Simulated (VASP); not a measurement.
VASP input:

### POSCAR
```
SrTe
1
    0.0000000000     3.3617915911     3.3617915911
    3.3617915911    -0.0000000000     3.3617915911
    3.3617915911     3.3617915911     0.0000000000
Sr Te
1 1
Direct
  0.0000000000   0.0000000000   0.0000000000
  0.5000000000   0.5000000000   0.5000000000
```

KPOINTS:
```
K-points
0
G
 6 6 6
0 0 0
```

**INCAR**
```
ALGO = Normal
EDIFF = 1E-6
EDIFFG = -0.01
ENCUT = 400
GGA = PE
IBRION = 2
ISIF = 3
ISMEAR = 0
LASPH = T
LCHARG = F
LMAXMIX = 4
LREAL = F
LWAVE = F
NELM = 100
NSW = 60
PREC = Accurate
SIGMA = 0.05
SYSTEM = SrTe
```

POTCAR, in this order: Sr_sv Te (PBE.64 set). Program: vasp_std.

Q: Write an equivalent input for Ansatz.

A: One equivalent input (not run):
Ansatz 0.2 input:
```yaml
crystal:
  lattice:
    - [0.0000000, 3.3617916, 3.3617916]
    - [3.3617916, 0.0000000, 3.3617916]
    - [3.3617916, 3.3617916, 0.0000000]
  atoms:
    - { symbol: Sr, position: [0.0000000, 0.0000000, 0.0000000] }
    - { symbol: Te, position: [0.5000000, 0.5000000, 0.5000000] }
kpoints:
  mp_grid: { grid: [6, 6, 6] }
hamiltonian:
  xc: pbe
  pseudopotentials: { kind: paw }
scf:
  occupations: { method: gaussian, width: 0.05 }
  max_iter: 100
relax:
  max_steps: 60
  f_tol: 0.01
  cell: {}
output: { forces: true, stress: true, eigenvalues: true }
```
What does not carry over: each code has its own PAW files, so the cut-off isn't converted (ENCUT is set for VASP's; basis.ecutwfc is left out, and Ansatz then takes the one that its files recommend); Ansatz stops its SCF on the density residual and VASP on the energy change (EDIFF).

The compound is SrTe in the rock salt structure. It was relaxed first. The start is the result of an earlier pass.
